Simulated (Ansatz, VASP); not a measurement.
# P in two plane-wave programs, part 2 of 2

Aim: how closely do two programs agree when they are given the same cell, functional and k mesh? The cell is taken from a series of runs on this material, whose earlier steps may have relaxed, scaled, displaced or heated it; both programs get it as it stands.

VASP 6.6.1 and Ansatz 0.2.0.

So far: The starting structure; Ansatz: relaxation of cell and atoms, PBEsol, pair 1; VASP: relaxation of cell and atoms, PBEsol, pair 1; Differences.

## (5) Ansatz: relaxation of cell and atoms, PBEsol, pair 2

Level of this step: Ansatz beside VASP: Kohn-Sham DFT, plane waves, PBEsol (Ansatz).

The relaxed volume is the usual yardstick between codes: in a stiff, nearly cubic crystal its relative difference is about their pressure difference at one cell divided by the bulk modulus.

The cell is taken from a series of runs on this material, whose earlier steps may have relaxed, scaled, displaced or heated it; both programs get it as it stands.

The input, input.yaml:

```yaml
crystal:
  lattice:
    - [1.6576067699, -5.1467565641, 0.0]
    - [1.6576067699, 5.1467565641, 0.0]
    - [0.0, 0.0, 4.2020845807]
  atoms:
    - { symbol: P, position: [0.8947673769, 0.1052326231, 0.0730192714] }
    - { symbol: P, position: [0.6052326231, 0.3947673769, 0.5730192714] }
    - { symbol: P, position: [0.1052326231, 0.8947673769, 0.9269807286] }
    - { symbol: P, position: [0.3947673769, 0.6052326231, 0.4269807286] }
kpoints:
  mp_grid: { grid: [16, 16, 12] }
hamiltonian:
  xc: pbesol
  pseudopotentials: { kind: paw, azcp: { folder: soft_1 }, xc_functional: pbe }
scf:
  occupations: { method: fermi_dirac, width: 0.15 }
output:
  forces: true
  stress: true
  eigenvalues: true
relax:
  adjacent_minimum: "off"
  f_tol: 0.001
  max_steps: 60
  cell: { stress_tol: 0.01 }
```

Started as:

```console
ansatz run input.yaml --threads 4 --pin off --max-ram 8192MiB --backend cpu --events-out ev --progress --plain --runs-dir out
```

Numbers of over 12 decimals in the logs are rounded to 6 here.

The program printed:

```text
[...]
Crystal: 4 atoms, lattice volume = 71.698 Å³
Basis set: ecut = 420 eV, 1387 PW (Γ), exchange–correlation on 80×80×60 points (8 copies of the dense FFT grid, shifted against one another)
Bands: 14, of which v1, the nominal top of the filled ones, is band 10 counted from 1 (9 counted from 0)
Symmetry: 8 space group operations
[...]
k-points: 511 of 3072
[...]
--- Relaxed structure (6 steps of the walk, 6 accepted, 1 SCFs on fresh bases) ---
[...]
cell:  # Å, volume = 71.1420 Å³
    - [1.659523, -5.134915, 0.0]
    - [1.659523, 5.134915, 0.0]
    - [0.0, 0.0, 4.174263]
  atoms:
    - { symbol: P, position: [0.894296, 0.105704, 0.071702] }
    - { symbol: P, position: [0.605704, 0.394296, 0.571702] }
    - { symbol: P, position: [0.105704, 0.894296, 0.928298] }
    - { symbol: P, position: [0.394296, 0.605704, 0.428298] }
[key lines of the parts left out:]
SCF converged after 5 iterations
Free energy (F): -2960.154122 eV
Fermi energy:    8.299180 eV
P = ⅓ Tr σ = -0.0009 GPa (-0.009 kbar)
```

## (6) VASP: relaxation of cell and atoms, PBEsol, pair 2

The same cell, functional, mesh and smearing now go to VASP, with its own data sets.

The input, INCAR:

```
SYSTEM = P
PREC = Accurate
ENCUT = 500
EDIFF = 1E-07
NELM = 120
ISMEAR = -1
SIGMA = 0.15
LREAL = .FALSE.
ALGO = Normal
GGA = PS
NBANDS = 16
LORBIT = 11
LWAVE = .FALSE.
LCHARG = .FALSE.
ISIF = 3
IBRION = 2
NSW = 80
EDIFFG = -0.005
LASPH = .TRUE.
GGA_COMPAT = .FALSE.
NELMIN = 4
KPAR = 2
```

The input, POSCAR:

```
P
1.0
    1.6576070000     -5.1467570000      0.0000000000
    1.6576070000      5.1467570000      0.0000000000
    0.0000000000      0.0000000000      4.2020850000
P
4
Direct
    0.8947673263      0.1052325766      0.0730191679
    0.6052325766      0.3947673263      0.5730191679
    0.1052325766      0.8947673263      0.9269805942
    0.3947673263      0.6052325766      0.4269805942
```

The input, KPOINTS:

```
Automatic mesh
0
Gamma
16 16 12
0 0 0
```

The projector-augmented-wave data sets are P (PBE family, release 64).

Started as:

```console
mpirun -np 2 vasp_std
```

The program printed:

```text
[banner, memory and clock lines left out]
running    2 mpi-ranks, on    1 nodes
[...]
[... a notice as in an earlier step ...]

 LDA part: xc-table for (Slater+PW92), standard interpolation
 POSCAR, INCAR and KPOINTS ok, starting setup
[...]
entering main loop
       N       E                     dE             d eps       ncg     rms          rms(c)
DAV:   1     0.548832354791E+02    0.54883E+02   -0.82933E+03 16352   0.104E+03
DAV:   2    -0.200299958142E+02   -0.74913E+02   -0.72365E+02 22232   0.159E+02
DAV:   3    -0.232048389858E+02   -0.31748E+01   -0.31581E+01 22400   0.349E+01
DAV:   4    -0.232352117042E+02   -0.30373E-01   -0.30363E-01 20296   0.411E+00
[...]
DAV:  11    -0.230589068942E+02   -0.16084E-05   -0.86625E-06 20944   0.209E-02    0.116E-02
DAV:  12    -0.230589070304E+02   -0.13619E-06   -0.42472E-07 20224   0.415E-03    0.291E-03
DAV:  13    -0.230589069783E+02    0.52068E-07   -0.92431E-08 11344   0.198E-03
   1 F= -.23058907E+02 E0= -.23045311E+02  d E =-.230589E+02
[...]
DAV:   5    -0.230589268004E+02   -0.80698E-06   -0.20609E-07 15064   0.304E-03    0.938E-04
DAV:   6    -0.230589269806E+02   -0.18026E-06   -0.71870E-08 10112   0.159E-03    0.456E-04
DAV:   7    -0.230589269899E+02   -0.92134E-08   -0.69071E-09  9288   0.602E-04
   2 F= -.23058927E+02 E0= -.23045337E+02  d E =-.200115E-04
 trial-energy change:   -0.000020  1 .order   -0.000017   -0.000194    0.000160
 step:   0.5610(harm=  0.5472)  dis= 0.00040  next Energy=   -23.058962 (dE=-0.549E-04)
[...]
N       E                     dE             d eps       ncg     rms          rms(c)
DAV:   1    -0.230589905333E+02   -0.63553E-04   -0.10480E-03 20904   0.180E-01    0.365E-02
DAV:   2    -0.230589723924E+02    0.18141E-04   -0.62903E-05 18800   0.461E-02    0.213E-02
DAV:   3    -0.230589631143E+02    0.92781E-05   -0.14361E-05 20400   0.195E-02    0.452E-03
DAV:   4    -0.230589623327E+02    0.78168E-06   -0.90694E-07 21736   0.551E-03    0.237E-03
DAV:   5    -0.230589618821E+02    0.45059E-06   -0.38120E-08 10200   0.133E-03    0.417E-04
DAV:   6    -0.230589617889E+02    0.93183E-07   -0.14742E-08  9112   0.756E-04
   3 F= -.23058962E+02 E0= -.23045369E+02  d E =-.548106E-04
[...]
reached required accuracy - stopping structural energy minimisation
```

OUTCAR, selected parts (step 6):

```text
  Total        0.0046583     -0.0047626      0.0033598      0.0000000      0.0000000      0.0000000
  in kB        0.1042240     -0.1065573      0.0751719      0.0000000      0.0000000      0.0000000
  external PRESSURE =       0.0242795 kB  Pullay stress =       0.0000000 kB

 POSITION                                       TOTAL-FORCE (eV/Angst)
 -----------------------------------------------------------------------------------
      1.65703     -4.06166      0.30689         0.000000      0.000935     -0.001563
      1.65703     -1.08221      2.40723         0.000000     -0.000935     -0.001563
      1.65703      4.06166      3.89378         0.000000     -0.000935      0.001563
      1.65703      1.08221      1.79344         0.000000      0.000935      0.001563
 -----------------------------------------------------------------------------------
    total drift:                                0.000067      0.000027      0.000224

  FREE ENERGIE OF THE ION-ELECTRON SYSTEM (eV)
  ---------------------------------------------------
  free  energy   TOTEN  =       -23.0589617889 eV

  energy  without entropy=      -23.0317766214  energy(sigma->0) =      -23.04536921

[... 2 parts as in an earlier step ...]

[... 2 further parts left out ...]
[key lines of the parts left out:]
E-fermi :   7.1317
```

## (7) Side by side

Both answers:

| quantity | Ansatz | VASP | difference |
| --- | --- | --- | --- |
| volume (Å³) | 71.14 | 71.61 | -0.65 % |
| edge a after relaxation, in the typed setting (Å) | 5.396 | 5.404 | -0.14 % |
| edge c after relaxation, in the typed setting (Å) | 4.174 | 4.201 | -0.63 % |

## (8) Outcome

```json
{"difference in volume (relaxation of cell and atoms, PBEsol, pair 1)": "-0.39 %", "difference in volume (relaxation of cell and atoms, PBEsol, pair 2)": "-0.65 %"}
```

What this shows: The difference in volume is -0.65 % (relaxation of cell and atoms, PBEsol, pair 2), within the 1.2 % picked in this series as the mark of a large difference, as far as the stopping tolerances let one tell. Such differences can come from data sets, numerical settings and the points named under the comparisons, not from the functional's error against experiment.

[Lines on the potential files, build, host, timing and source positions are cut from VASP's logs without a mark.]

[Logs are printed without paths, hosts, clocks, repeated set-up lines and the standing remarks that a program may print on its own settings, such as how far it seeks lower states.]

[Hosts, paths, dates, database ids (printed as entryN), source tags and the programs' standing remarks are cut or masked in the printed files.]
